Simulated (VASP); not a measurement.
OSZICAR of a VASP run on Ir (fcc):

File OSZICAR:
```
       N       E                     dE             d eps       ncg     rms          rms(c)
DAV:   1     0.433402022358E+02    0.43340E+02   -0.43701E+03  2352   0.975E+02
DAV:   2    -0.851593337207E+01   -0.51856E+02   -0.50351E+02  2344   0.212E+02
DAV:   3    -0.906714479576E+01   -0.55121E+00   -0.54971E+00  3464   0.290E+01
DAV:   4    -0.906988132139E+01   -0.27365E-02   -0.27358E-02  2832   0.143E+00
DAV:   5    -0.906990135337E+01   -0.20032E-04   -0.20032E-04  3520   0.800E-02    0.200E+01
DAV:   6    -0.867467477632E+01    0.39523E+00   -0.64797E-01  2776   0.116E+01    0.904E+00
DAV:   7    -0.857305017792E+01    0.10162E+00   -0.29704E-01  3024   0.734E+00    0.152E+00
DAV:   8    -0.856651189045E+01    0.65383E-02   -0.40645E-03  2680   0.108E+00    0.129E-01
DAV:   9    -0.856639011687E+01    0.12177E-03   -0.30624E-04  3272   0.281E-01    0.189E-02
DAV:  10    -0.856639735246E+01   -0.72356E-05   -0.49473E-06  3064   0.227E-02    0.191E-03
DAV:  11    -0.856639732046E+01    0.32004E-07   -0.50574E-08  2720   0.272E-03
   1 F= -.85663973E+01 E0= -.85662902E+01  d E =-.321386E-03
```

Which electronic solver shows in the log?

It is blocked Davidson (ALGO = Normal, or the opening steps of other solvers). The INCAR had ALGO = Normal.

Can the final energy be trusted as converged?

The run converged. It stopped with EDIFF = 1E-7, NELM = 100 (PBE GGA, plane waves, VASP's PBE PAW potentials (set 64)).

The compound is Ir in the fcc structure. This cell was strained or had an atom moved on purpose.
